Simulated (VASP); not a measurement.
Level of theory: r2SCAN meta-GGA, VASP's PBE PAW potentials (set 64) (plane waves; VASP).

Input for VASP

File KPOINTS:
```
Automatic mesh
0
Gamma
15 15 9
0 0 0
```

### POSCAR
```
Ge
1
    3.0386085274     0.0000000000     0.0000000000
   -1.5193042637     2.6315122879     0.0000000000
    0.0000000000     0.0000000000     4.6572556167
Ge
2
Direct
  0.3333330000   0.6666670000   0.2500000000
  0.6666670000   0.3333330000   0.7500000000
```

### KPOINTS_OPT
```
k-points along high-symmetry lines
6
Line-mode
Reciprocal
  0.000000   0.000000   0.000000 ! GAMMA
  0.500000   0.000000   0.000000 ! M

  0.500000   0.000000   0.000000 ! M
  0.333333   0.333333   0.000000 ! K

  0.333333   0.333333   0.000000 ! K
  0.000000   0.000000   0.000000 ! GAMMA

  0.000000   0.000000   0.000000 ! GAMMA
  0.000000   0.000000   0.500000 ! A

  0.000000   0.000000   0.500000 ! A
  0.500000   0.000000   0.500000 ! L

  0.500000   0.000000   0.500000 ! L
  0.333333   0.333333   0.500000 ! H

  0.333333   0.333333   0.500000 ! H
  0.000000   0.000000   0.500000 ! A

  0.500000   0.000000   0.500000 ! L
  0.500000   0.000000   0.000000 ! M

  0.333333   0.333333   0.500000 ! H
  0.333333   0.333333   0.000000 ! K
```

INCAR:
```
ALGO=Normal
EDIFF=1E-7
ENCUT=400
ISIF=2
ISMEAR=-5
LASPH=.True.
LCHARG=.False.
LMAXMIX=4
LMIXTAU=.True.
LORBIT=11
LREAL=.False.
LWAVE=.False.
METAGGA=R2SCAN
NEDOS=601
NELM=100
PREC=Accurate
SYSTEM=Ge
```

POTCAR, in this order: Ge_d (PBE.64 set). Program: vasp_std.

The resulting files:

OSZICAR:
```
       N       E                     dE             d eps       ncg     rms          rms(c)
DAV:   1     0.122282908327E+03    0.12228E+03   -0.13692E+04  5176   0.400E+03
DAV:   2    -0.130661667221E+02   -0.13535E+03   -0.13332E+03  4882   0.472E+02
DAV:   3    -0.289459747700E+02   -0.15880E+02   -0.15703E+02  5388   0.128E+02
DAV:   4    -0.293600124518E+02   -0.41404E+00   -0.41343E+00  5682   0.240E+01
DAV:   5    -0.293664057030E+02   -0.63933E-02   -0.64500E-02  5308   0.294E+00    0.174E+00
DAV:   6    -0.270166613169E+02    0.23497E+01   -0.37233E-01  6062   0.125E+01    0.947E-01
DAV:   7    -0.257847557012E+02    0.12319E+01   -0.52603E-01  5110   0.692E+00    0.365E-01
DAV:   8    -0.265263946554E+02   -0.74164E+00   -0.33368E-01  4918   0.412E+00    0.289E-01
DAV:   9    -0.265588959572E+02   -0.32501E-01   -0.16667E-02  5318   0.101E+00    0.757E-02
DAV:  10    -0.265684955337E+02   -0.95996E-02   -0.55685E-03  5210   0.107E+00    0.893E-02
DAV:  11    -0.265697363893E+02   -0.12409E-02   -0.45626E-03  4978   0.500E-01    0.703E-02
DAV:  12    -0.265706281338E+02   -0.89174E-03   -0.92380E-04  4948   0.254E-01    0.473E-02
DAV:  13    -0.265712217914E+02   -0.59366E-03   -0.26578E-04  4928   0.154E-01    0.104E-02
DAV:  14    -0.265711777493E+02    0.44042E-04   -0.41794E-05  5060   0.872E-02    0.570E-03
DAV:  15    -0.265711758033E+02    0.19460E-05   -0.67541E-06  5894   0.313E-02    0.460E-03
DAV:  16    -0.265712328466E+02   -0.57043E-04   -0.45756E-05  4908   0.566E-02    0.836E-04
DAV:  17    -0.265712333343E+02   -0.48772E-06   -0.23113E-06  4276   0.118E-02    0.505E-04
DAV:  18    -0.265712328967E+02    0.43756E-06   -0.27025E-07  3856   0.518E-03    0.498E-04
DAV:  19    -0.265712319314E+02    0.96536E-06   -0.73586E-07  3824   0.592E-03    0.100E-04
DAV:  20    -0.265712321851E+02   -0.25373E-06   -0.18367E-08  2454   0.180E-03    0.108E-04
DAV:  21    -0.265712320019E+02    0.18315E-06   -0.44445E-09  2438   0.756E-04    0.589E-05
DAV:  22    -0.265712321100E+02   -0.10801E-06   -0.10337E-09  2442   0.414E-04    0.230E-05
DAV:  23    -0.265712321367E+02   -0.26754E-07   -0.16863E-10  2438   0.192E-04
   1 F= -.26571232E+02 E0= -.26571232E+02  d E =0.000000E+00
       N       E                     dE             ncg
```

**OUTCAR**
```
------------------------ aborting loop because EDIFF is reached ----------------------------------------
  FORCE on cell =-STRESS in cart. coord.  units (eV):
  Direction    XX          YY          ZZ          XY          YZ          ZX
  --------------------------------------------------------------------------------------
  Total       -0.2404136     -0.2404137      0.6068060      0.0000000      0.0000000      0.0000000
  in kB      -10.3433081    -10.3433090     26.1065944      0.0000000      0.0000000      0.0000000
  external PRESSURE =       1.8066591 kB  Pullay stress =       0.0000000 kB
  volume of cell :       37.24
      direct lattice vectors                 reciprocal lattice vectors
     3.038608527  0.000000000  0.000000000     0.329098004  0.190004813  0.000000000
    -1.519304264  2.631512288  0.000000000     0.000000000  0.380009626  0.000000000
     0.000000000  0.000000000  4.657255617     0.000000000  0.000000000  0.214718728
 POSITION                                       TOTAL-FORCE (eV/Angst)
 -----------------------------------------------------------------------------------
     -0.00000      1.75434      1.16431         0.000000      0.000000      0.000000
      1.51931      0.87717      3.49294        -0.000000     -0.000000      0.000000
 -----------------------------------------------------------------------------------
    total drift:                               -0.000269      0.000168      0.000013
  FREE ENERGIE OF THE ION-ELECTRON SYSTEM (eV)
  ---------------------------------------------------
  free  energy   TOTEN  =       -26.5712321367 eV

  energy  without entropy=      -26.5712321367  energy(sigma->0) =      -26.57123214

 total charge

# of ion       s       p       d       tot
------------------------------------------
    1        1.248   0.919  10.023  12.191
    2        1.248   0.919  10.023  12.191
--------------------------------------------------
tot          2.497   1.838  20.047  24.381
```
(Selected blocks of OUTCAR.)

For a metal the tetrahedron method with Blöchl corrections gives inexact stress and forces.

The structure was generated: Ge was put into the hcp type (P6_3/mmc), which need not be its known phase. It was relaxed first.
